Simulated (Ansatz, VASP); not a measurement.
Mg2Co in VASP and in Ansatz

```
Mg Co
1.0
     0.00000    3.77102    3.77102
     3.77102    0.00000    3.77102
     3.77102    3.77102    0.00000
Mg Co
4 2
Direct
  0.62500 0.62500 0.62500
  0.12500 0.62500 0.62500
  0.62500 0.62500 0.12500
  0.62500 0.12500 0.62500
  0.00000 0.00000 0.00000
  0.25000 0.25000 0.25000
```

Alike in both runs: functional r2SCAN; k mesh 4 × 4 × 4; occupations gaussian, width 0.1 eV; collinear spin.

Ansatz relaxed the structure, and its values are those at the end. VASP's run is a single point on that final structure, the one shown.

```csv
,VASP,Ansatz
version,VASP 6.6.1,Ansatz 0.2.0
potentials or method,"VASP PAW PBE potentials, release 64 (Mg, Co)","scalar-relativistic, plane waves, PAW"
plane-wave cutoff (eV),520,500
valence electrons in the cell,26,74
```

Ansatz gave:

| Property | Result |
| --- | --- |
| gap on the k mesh at the Fermi level (eV) | none |
| pressure (GPa) | 0.4 |
| net moment per atom (μB) | 0.55 |
| size of the moment on the site where the two differ most (μB) | 2.00 |

What did VASP give for the same quantities?

gap on the k mesh at the Fermi level (eV): none; pressure (GPa): 0.3; net moment per atom (μB): 0.54; size of the moment on the site where the two differ most (μB): 1.98.

Site moments also hang on the region over which each program counts them. A gap of «none» marks a metal or a gap that the smearing closes. With one functional, cell and mesh, what is left measures potentials, basis and numerics. The two sets of potentials don't hold the same shells in valence. Ansatz warned: «lower_free_energy_seen».

Caveats: the k mesh is coarse (spacing up to 0.36 Å⁻¹), so the values aren't converged; the PAW data sets were made with another functional, which shifts forces and pressure a little (VASP).
